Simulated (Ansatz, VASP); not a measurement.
# Cross-check of Ti2CO2 between VASP and Ansatz

Wanted: the spread between two codes on one cell, functional and k mesh. The cell is taken from a series of runs on this material, whose earlier steps may have relaxed, scaled, displaced or heated it; both programs get it as it stands.

Main program and level: Ansatz 0.2.0; plane waves, with VASP 6.6.1 beside it; single point at PBE.

### 1. The structure

The cell holds 5 atoms: 1 C, 2 Ti and 2 O. Its edges and angles: a = 3.040 Å, b = 3.040 Å, c = 20.000 Å, α = 90.0°, β = 90.0°, γ = 120.0°. Vacuum lies along c.

Structure file:

```
C Ti O
1.0
     3.04000    0.00000    0.00000
    -1.52000    2.63272    0.00000
     0.00000    0.00000   20.00000
C Ti O
1 2 2
Direct
  0.00000 0.00000 0.50000
  0.33333 0.66667 0.56000
  0.66667 0.33333 0.44000
  0.66667 0.33333 0.61000
  0.33333 0.66667 0.39000
```

### 2. VASP: single point, PBE

A single point gives forces, pressure and levels at one fixed geometry, so differences don't come from the geometry; what else differs is listed under the comparison.

Lines of VASP's logs that name or quote its potential files are left out, and so is its time.

The input, INCAR:

```
SYSTEM = Ti2CO2
PREC = Accurate
ENCUT = 520
EDIFF = 1E-06
NELM = 120
ISMEAR = 0
SIGMA = 0.1
LREAL = .FALSE.
ALGO = Normal
GGA = PE
NBANDS = 26
LASPH = .TRUE.
LORBIT = 11
LWAVE = .FALSE.
LCHARG = .FALSE.
ISIF = 2
LDIPOL = .TRUE.
IDIPOL = 3
DIPOL = 0.5 0.5 0.5
LVHAR = .TRUE.
GGA_COMPAT = .FALSE.
EFERMI = MIDGAP
NELMDL = -8
KPAR = 2
```

The input, POSCAR:

```
Ti2CO2
1.0
    3.0400000000      0.0000000000      0.0000000000
   -1.5200000000      2.6327200000      0.0000000000
    0.0000000000      0.0000000000     20.0000000000
C Ti O
1 2 2
Direct
    0.0000000000      0.0000000000      0.5000000000
    0.3333333333      0.6666666667      0.5600000000
    0.6666666667      0.3333333333      0.4400000000
    0.6666666667      0.3333333333      0.6100000000
    0.3333333333      0.6666666667      0.3900000000
```

The input, KPOINTS:

```
Automatic mesh
0
Gamma
6 6 1
0 0 0
```

PAW data sets: C, Ti_sv and O (PBE family, release 64).

Run with:

```bash
$ mpirun -np 2 vasp_std
```

Numbers of over 12 decimals in the logs are rounded to 6 here.

What it wrote:

```text
[banner, memory and clock lines left out]
running    2 mpi-ranks, on    1 nodes
 distrk:  each k-point on    1 cores,    2 groups
 distr:  one band on    1 cores,    1 groups

 POSCAR found type information on POSCAR C TiO
 POSCAR found :  3 types and       5 ions
 LDA part: xc-table for (Slater+PW92), standard interpolation
 POSCAR, INCAR and KPOINTS ok, starting setup
 FFT: planning ... GRIDC
 FFT: planning ... GRID_SOFT
 FFT: planning ... GRID
 WAVECAR not read
 entering main loop
       N       E                     dE             d eps       ncg     rms          rms(c)
DAV:   1     0.493520066521E+03    0.49352E+03   -0.21054E+04   404   0.146E+03
DAV:   2     0.174369990444E+02   -0.47608E+03   -0.46697E+03   442   0.442E+02
DAV:   3    -0.521098873865E+02   -0.69547E+02   -0.68597E+02   532   0.165E+02
DAV:   4    -0.585337511287E+02   -0.64239E+01   -0.64169E+01   608   0.457E+01
DAV:   5    -0.589561431642E+02   -0.42239E+00   -0.42237E+00   528   0.817E+00
DAV:   6    -0.589682038477E+02   -0.12061E-01   -0.12061E-01   592   0.175E+00
DAV:   7    -0.589685723629E+02   -0.36852E-03   -0.36851E-03   528   0.217E-01
DAV:   8    -0.589685786944E+02   -0.63315E-05   -0.63315E-05   576   0.394E-02    0.283E+01
DAV:   9    -0.465971694887E+02    0.12371E+02   -0.12194E+02   468   0.882E+01    0.145E+01
DAV:  10    -0.455001383454E+02    0.10970E+01   -0.47266E+01   480   0.441E+01    0.887E+00
DAV:  11    -0.446857570058E+02    0.81438E+00   -0.47257E+00   486   0.189E+01    0.275E+00
DAV:  12    -0.447485503912E+02   -0.62793E-01   -0.65133E-01   562   0.529E+00    0.209E+00
DAV:  13    -0.447185140318E+02    0.30036E-01   -0.70191E-01   488   0.620E+00    0.912E-01
DAV:  14    -0.447058890796E+02    0.12625E-01   -0.45383E-02   510   0.152E+00    0.524E-01
[...]
DAV:  20    -0.447023266820E+02   -0.58897E-04   -0.61915E-05   498   0.497E-02    0.292E-03
DAV:  21    -0.447024175483E+02   -0.90866E-04   -0.16150E-05   406   0.233E-02    0.870E-03
DAV:  22    -0.447024771322E+02   -0.59584E-04   -0.13608E-05   396   0.231E-02    0.245E-03
DAV:  23    -0.447024969657E+02   -0.19833E-04   -0.11255E-06   254   0.859E-03    0.246E-03
DAV:  24    -0.447025119270E+02   -0.14961E-04   -0.12840E-06   266   0.946E-03    0.152E-03
DAV:  25    -0.447025188597E+02   -0.69327E-05   -0.33364E-07   224   0.367E-03    0.681E-04
DAV:  26    -0.447025215280E+02   -0.26683E-05   -0.13117E-07   196   0.208E-03    0.542E-04
DAV:  27    -0.447025220955E+02   -0.56748E-06   -0.47996E-08   202   0.112E-03
   1 F= -.44702522E+02 E0= -.44702507E+02  d E =-.292455E-04
```

OUTCAR, selected parts (step 2):

```text
ion  position               nearest neighbor table
   1  0.000  0.000  0.500-   2 2.13   3 2.13   3 2.13   2 2.13   3 2.13   2 2.13
   2  0.333  0.667  0.560-   4 2.02   4 2.02   4 2.02   1 2.13   1 2.13   1 2.13
   3  0.667  0.333  0.440-   5 2.02   5 2.02   5 2.02   1 2.13   1 2.13   1 2.13
   4  0.667  0.333  0.610-   2 2.02   2 2.02   2 2.02
   5  0.333  0.667  0.390-   3 2.02   3 2.02   3 2.02

  LATTYP: Found a hexagonal cell.
 ALAT       =     3.0400000000
 C/A-ratio  =     6.5789473684

 Subroutine GETGRP returns: Found 12 space group operations
 (whereof 12 operations were pure point group operations)

The static configuration has the point symmetry D_3d.

 Found      7 irreducible k-points:

   k-points           NKPTS =      7   k-points in BZ     NKDIM =      7   number of bands    NBANDS=     26

   dimension x,y,z NGX =    24 NGY =   24 NGZ =  150
   dimension x,y,z NGXF=    48 NGYF=   48 NGZF=  300

   ENCUT  =  520.0 eV  38.22 Ry    6.18 a.u.   5.65  5.65 37.19*2*pi/ulx,y,z

   NELECT =      40.0000    total number of electrons

 k-points in reciprocal lattice and weights: Automatic mesh
   0.00000000  0.00000000  0.00000000       0.028
   0.16666667  0.00000000  0.00000000       0.167
   0.33333333 -0.00000000  0.00000000       0.167
   0.50000000 -0.00000000  0.00000000       0.083
   0.16666667  0.16666667  0.00000000       0.167
   0.33333333  0.16666667  0.00000000       0.333
   0.33333333  0.33333333  0.00000000       0.056

 dipolmoment           0.000000      0.000000     -0.000000 electrons x Angstroem

 average (electrostatic) potential at core
       1 -55.8560       2 -83.6983       3 -83.6983       4 -77.4292       5 -77.4292

 E-fermi :  -2.2664

 k-point     1 :       0.0000    0.0000    0.0000
  band No.  band energies     occupation
    ...
     16      -5.9056      2.00000
     17      -5.7837      2.00000
     18      -3.0197      2.00000
     19      -2.4984      1.99897
     20      -2.4984      1.99897
     21      -1.5850      0.00000
     22      -1.5850      0.00000
     23      -0.6551      0.00000
     24      -0.3112      0.00000
     25      -0.3112      0.00000
    ...

 k-point     2 :       0.1667    0.0000    0.0000
  band No.  band energies     occupation
    ...
     16      -5.8211      2.00000
     17      -5.2871      2.00000
     18      -4.2629      2.00000
     19      -3.4514      2.00000
     20      -2.9295      2.00000
     21      -1.5152      0.00000
     22      -0.7785      0.00000
     23      -0.2636      0.00000
     24       0.0106      0.00000
     25       0.0554      0.00000
    ...

 k-point     3 :       0.3333   -0.0000    0.0000
  band No.  band energies     occupation
    ...
     16      -5.9703      2.00000
     17      -5.7314      2.00000
     18      -4.8253      2.00000
     19      -3.9561      2.00000
     20      -3.6737      2.00000
     21      -1.8682      0.00000
     22      -0.2888      0.00000
     23      -0.0376      0.00000
     24       0.5687      0.00000
     25       0.5939      0.00000
    ...

  Total       -0.7690746     -0.7690762      2.7165841     -0.0000000     -0.0000000      0.0000000
  in kB       -7.6978740     -7.6978902     27.1910193     -0.0000000     -0.0000000      0.0000000
  external PRESSURE =       3.9317517 kB  Pullay stress =       0.0000000 kB

  energy-cutoff  :      520.00
  volume of cell :      160.07
      direct lattice vectors                 reciprocal lattice vectors
     3.040000000  0.000000000  0.000000000     0.328947368  0.189917652  0.000000000
    -1.520000000  2.632720000  0.000000000     0.000000000  0.379835303  0.000000000
     0.000000000  0.000000000 20.000000000     0.000000000  0.000000000  0.050000000

 POSITION                                       TOTAL-FORCE (eV/Angst)
 -----------------------------------------------------------------------------------
      0.00000      0.00000     10.00000         0.000000      0.000000      0.000000
     -0.00000      1.75515     11.20000         0.000000     -0.000000      3.197090
      1.52000      0.87757      8.80000         0.000000      0.000000     -3.197090
      1.52000      0.87757     12.20000        -0.000000     -0.000000     -1.114197
     -0.00000      1.75515      7.80000        -0.000000      0.000000      1.114197
 -----------------------------------------------------------------------------------
    total drift:                               -0.000000      0.000000      0.000000

  FREE ENERGIE OF THE ION-ELECTRON SYSTEM (eV)
  ---------------------------------------------------
  free  energy   TOTEN  =       -44.7025220955 eV

  energy  without entropy=      -44.7024928500  energy(sigma->0) =      -44.70250747

 vacuum level on the upper side and lower side of the slab         4.517         4.517

 total charge
# of ion       s       p       d       tot
------------------------------------------
    1        0.895   1.588   0.000   2.483
    2        2.206   6.271   1.841  10.319
    3        2.206   6.271   1.841  10.319
    4        1.579   3.404   0.000   4.983
    5        1.579   3.404   0.000   4.983
--------------------------------------------------
tot          8.465  20.938   3.682  33.085

[... 3 further parts left out ...]
```

The run ends at a pressure of 0.39 GPa, with forces up to 3.2 eV/Å.

### 3. Ansatz: single point, PBE

Ansatz runs on its default PAW (the set named soft_2) files.

The same cell, functional, mesh and smearing now go to Ansatz, which takes its cutoff from its data sets.

The input, input.yaml:

```yaml
crystal:
  lattice:
    - [3.04, 0.0, 0.0]
    - [-1.52, 2.63272, 0.0]
    - [0.0, 0.0, 20.0]
  atoms:
    - { symbol: C, position: [0.0, 0.0, 0.5] }
    - { symbol: Ti, position: [0.333333, 0.666667, 0.56] }
    - { symbol: Ti, position: [0.666667, 0.333333, 0.44] }
    - { symbol: O, position: [0.666667, 0.333333, 0.61] }
    - { symbol: O, position: [0.333333, 0.666667, 0.39] }
  periodic: [true, true, false]
kpoints:
  mp_grid: { grid: [6, 6, 1] }
hamiltonian:
  xc: pbe
scf:
  occupations: { method: gaussian, width: 0.1 }
output:
  forces: true
  stress: true
  eigenvalues: true
```

Run with:

```bash
$ ansatz run input.yaml --threads 8 --pin off --max-ram 14336MiB --backend cpu --events-out ev --progress --plain --runs-dir out
```

What it wrote:

```text
Warning: crystal.periodic: the lattice vector that does not repeat stood 0.000° off the slab's normal, 20.000 Å along it as the deck builds it. The run solves the slab on a vector along the normal, 32.600 Å long, with every atom where it was (on the deck's vector they left 15.60 Å outside them, and the widest stretch free of ions among them is 1.20 Å). A fractional position that the run reports is one of the run's ce [...]
Warning: the atoms were moved onto the symmetric positions of the space group found under crystal.symmetry.tolerance 1.0e-5 (fractional; no operation is sought that the atoms, as they stand in a round, miss by more than twice it, and no atom is moved by as much as it), and the run uses the moved positions. Before a round's move an operation carried an atom to 3.04e-6 Å from where it should land, the largest such dist [...]
crystal.periodic: the lattice vector that does not repeat stood 0.000° off the slab's normal, 20.000 Å along it as the deck builds it. The run solves the slab on a vector along the normal, 32.600 Å long, with every atom where it was (on the deck's vector they left 15.60 Å outside them, and the widest stretch free of ions among them is 1.20 Å). A fractional position that the run reports is one of the run's cell, which [...]
Engine: ansatz 0.2.0, aarch64-unknown-linux-gnu
Pseudopotentials: kind: paw
Pseudopotential: C, paw, valence charge 4, recommended cutoff 420 eV (normal), C.paw.azcp
Pseudopotential: Ti, paw, valence charge 12, recommended cutoff 420 eV (normal), Ti.paw.azcp
Pseudopotential: O, paw, valence charge 6, recommended cutoff 420 eV (normal), O.paw.azcp
Functional definition: PBE
  parameter kappa = 0.804
  parameter beta = 0.066725
  exchange = pbe_x(kappa = kappa, mu = beta*pi^2/3)
  correlation = pbe_c(beta = beta)
Crystal: 5 atoms, lattice volume = 260.913 Å³
Basis set: ecut = 420 eV, 5065 PW (Γ), exchange–correlation on 48×48×450 points (8 copies of the dense FFT grid, shifted against one another)
Bands: 25, of which v1, the nominal top of the filled ones, is band 20 counted from 1 (19 counted from 0)
Symmetry: 12 space group operations
Space group: P-3m1 (ITA 164), of the structure as read, at distance tolerance 6.4e-5 Å
k-points: 7 of 36
Non-local potential: C, projectors of the file, l = 0: 2, l = 1: 2, l = 2: 1
Non-local potential: Ti, projectors of the file, l = 0: 3, l = 1: 2, l = 2: 3, l = 3: 1
Non-local potential: O, projectors of the file, l = 0: 2, l = 1: 2, l = 2: 1
PAW form: soft (Blöchl's): semilocal exchange-correlation on the pseudo side does not see the compensation charge
PAW one-centre angular grid: C, 110 points (default); XC on 64 Gauss nodes
PAW one-centre angular grid: Ti, 590 points (default); XC on 64 Gauss nodes
PAW one-centre angular grid: O, 110 points (default); XC on 64 Gauss nodes
Initial density: superposition of atomic densities (neutral atoms: chi_scale 0, normalization atom), corrected by the library's trained network
Initial wavefunctions: pseudopotential atomic-orbital guess
Functional: x = pbe(κ = 0.804, μ = 0.219515), c = pbe(β = 0.066725)
SCF iter   1: F=—  HF=-6390.085107 eV  |F-HF|=—  |Δ(HF+E_count)|=         —  Δρ=3.67e-3  dr2=6.14e-2  ethr=1.77e-3  ⟨swp⟩=10.0  Hψ=1158  notcnv=0
preconditioner: auto → Resta (q_TF=auto, 1.996 Å⁻¹)  ε∞=2.8  [insulator: Δε(μ)=0.503 eV  Ē_g=8.473 eV  σ=0.100 eV  W_gap=1.00  n_scr=20 (ndim 8)  ℏωp=11.3 eV  f_vac=0.777  D(μ)=0.00/eV (n_scr^D=0)  ε∞_Penn≈2.8  vacuum switching on, ρ_ref=5.2e-3 e/Å³]
SCF iter   2: F=—  HF=-6390.080898 eV  |F-HF|=—  |Δ(HF+E_count)|=   4.21e-3  Δρ=4.03e-3  dr2=4.44e-2  ethr=1.53e-4  ⟨swp⟩=3.4  Hψ=440  notcnv=0  defer=5
SCF iter   3: F=—  HF=-6390.074945 eV  |F-HF|=—  |Δ(HF+E_count)|=   5.95e-3  Δρ=1.28e-3  dr2=7.34e-3  ethr=1.11e-4  ⟨swp⟩=2.6  Hψ=295  notcnv=0  defer=5
SCF iter   4: F=—  HF=-6390.074851 eV  |F-HF|=—  |Δ(HF+E_count)|=   9.46e-5  Δρ=5.75e-4  dr2=1.00e-3  ethr=1.84e-5  ⟨swp⟩=3.1  Hψ=326  notcnv=0  defer=5
SCF iter   5: F=—  HF=-6390.075011 eV  |F-HF|=—  |Δ(HF+E_count)|=   1.61e-4  Δρ=2.08e-4  dr2=9.40e-5  ethr=2.51e-6  ⟨swp⟩=3.1  Hψ=329  notcnv=0  defer=5
SCF iter   6: F=—  HF=-6390.075019 eV  |F-HF|=—  |Δ(HF+E_count)|=   7.97e-6  Δρ=6.58e-5  dr2=1.35e-5  ethr=2.35e-7  ⟨swp⟩=3.3  Hψ=358  notcnv=0  defer=4
SCF iter   7: F=—  HF=-6390.075015 eV  |F-HF|=—  |Δ(HF+E_count)|=   4.20e-6  Δρ=1.93e-5  dr2=1.13e-6  ethr=3.36e-8  ⟨swp⟩=3.4  Hψ=348  notcnv=0  defer=3
SCF iter   8: F=-6390.075015 eV  HF=-6390.075015 eV  |F-HF|=5.76e-8  |Δ(HF+E_count)|=   1.43e-7  Δρ=4.60e-6  dr2=6.64e-8  ethr=2.50e-10  ⟨swp⟩=13.0  Hψ=1280  notcnv=0
SCF 1 converged in 8 iterations: F = -6390.075015 eV  dr2 = 6.64e-8
  greatest PAW one-centre occupation: 0.999 electrons in one spin orbital (limit 2), on the Ti atom at site 2 (counted from 0), in its partial waves of l = 0
SCF converged after 8 iterations
Free energy (F): -6390.075015 eV
Harris-Foulkes:  -6390.075015 eV  (|F-HF|=5.76e-8)
Internal energy: -6390.074990 eV  (E = F + TS)
E sigma→0 (E₀):  -6390.075002 eV
Entropy (-TS):   -0.000026 eV (-0.005 meV/atom)
Fermi energy:    -6.764703 eV
--- Per-component energies (eV) ---
  E_band       = -1055.161388
  E_kinetic    = 984.695868
  E_local      = -116667.269751  (includes V_loc(G=0)·N_el)
  E_nonlocal   = 130.473331
  E_hartree    = 57702.602322
  E_xc         = -393.677063
  E_vxc        = -495.889812  (∫ρ·V_xc dr)
  E_paw        = -2505.620863  (= ΣΔE_a)
  E_vpaw       = -412.428282  (= ΣTr[D̂ρ^β])
  E_aug_tail   = 0.005125  (compensation charges beyond the density's cutoff)
  E_ewald      = 54358.716041
  E_smearing   = -0.000026  (= −TS)
  E_closure    = -0.000000  (closes the sum)
  Σ components = -6390.075015   (vs F -6390.075015, Δ=0.00e0)
--- Forces (eV/Å), atoms counted from 1 ---
  atom   1  C      0.00000000     0.00000000     0.00000000
  atom   2  Ti    -0.00000000    -0.00000000     3.22848268
  atom   3  Ti     0.00000000     0.00000000    -3.22848268
  atom   4  O     -0.00000000    -0.00000000    -1.16335320
  atom   5  O     -0.00000000     0.00000000     1.16335320
  max |Σ_I F_I| component: 5.55e-17 eV/Å
--- 2D stress c σ (N/m, compression-positive) ---
       -1.917024       0.000000       0.000000
        0.000000      -1.917024       0.000000
        0.000000       0.000000       0.000000
  P = ½ c Tr σ = -1.9170 N/m
--- Band table (eV; the first three rows and the last of 7) ---
  k-point 0: bands = [... 16 lower, -10.2906, -7.5172, -6.9996, -6.9996, -6.0732, -6.0731, -5.1437, -4.7948, ... 1 higher]
  k-point 1: bands = [... 16 lower, -9.7933, -8.7616, -7.9505, -7.4310, -6.0064, -5.2675, -4.7492, -4.4733, ... 1 higher]
  k-point 2: bands = [... 16 lower, -10.2335, -9.3319, -8.4558, -8.1754, -6.3626, -4.7746, -4.5222, -3.9153, ... 1 higher]
  k-point 6: bands = [... 16 lower, -10.0631, -9.5788, -9.2490, -9.2490, -5.2009, -4.9130, -4.9130, -3.7496, ... 1 higher]
```

The column dr2 measures how far the density is from self-consistency, as an energy; F and HF (Harris–Foulkes) agree once it is small.

### 4. Side by side

Known differences besides the potentials themselves: Ansatz cuts the interaction across the vacuum, VASP repeats the sheet with a dipole correction; the cutoff is 420 eV in Ansatz and 520 eV in VASP. Total energies have different zeros and are not compared.

The two programs side by side:

```
              quantity  Ansatz   VASP  difference
gap on the k mesh (eV)   0.478  0.472      +0.006
```

Forces (eV/Å; atoms numbered as in POSCAR):

```csv
atom,"Ansatz x, y, z","VASP x, y, z"
C1,"0.000, 0.000, 0.000","0.000, 0.000, 0.000"
Ti2,"0.000, 0.000, 3.228","0.000, 0.000, 3.197"
Ti3,"0.000, 0.000, -3.228","0.000, 0.000, -3.197"
O4,"0.000, 0.000, -1.163","0.000, 0.000, -1.114"
O5,"0.000, 0.000, 1.163","0.000, 0.000, 1.114"
```

The forces differ by 21 meV/Å r.m.s., which is 1.7 % of the r.m.s. force of 1.236 eV/Å (both taken over all components). A gap on the mesh is an upper bound, since the band edges may lie between its points. With vacuum in the cell, a pressure given here is an average over mostly empty space and none of the material.

### 5. Results

```yaml
r_m_s_force_difference_single_point_pbe: 1.7 % of the r.m.s. force
```

The r.m.s. force difference is 1.7 % of the r.m.s. force (single point, PBE), within the 3 % picked in this series as the mark of a large difference. Such differences can come from data sets, numerical settings and the points named under the comparisons, not from the functional's error against experiment.

[Lines on the potential files, build, host, timing and source positions are cut from VASP's logs without a mark.]

[Logs are printed without paths, hosts, clocks, repeated set-up lines and the standing remarks that a program may print on its own settings, such as how far it seeks lower states.]

[Hosts, paths, dates, database ids (printed as entryN), source tags and the programs' standing remarks are cut or masked in the printed files.]
